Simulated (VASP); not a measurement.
Here is the system:

```yaml
crystal:
  lattice:
    - [1.82500, -3.16099, 0.00000]
    - [1.82500, 3.16099, 0.00000]
    - [0.00000, 0.00000, 5.90000]
  atoms:
    - { symbol: Sn, position: [0.00000, 0.00000, 0.00000] }
    - { symbol: S, position: [0.33333, 0.66667, 0.25000] }
    - { symbol: S, position: [0.66667, 0.33333, 0.75000] }
```

The numbers are results of PBE GGA, VASP's PBE PAW potentials (set 64) (plane waves; VASP), not measurements. Run with 400 eV cut-off, 6×6×4 Γ-centred mesh, Gaussian smearing of 0.050 eV, potentials Sn_d S.

Problem. Predict the energy per atom (σ→0), pressure.

Solution. 
The energy per atom (σ→0) is -4.384 eV/atom and the pressure is 3.18 GPa.

Total energies compare only between runs with the same potentials, cut-off and functional.

The compound is SnS2 in the 1T layered structure. The cell was not relaxed at this level.
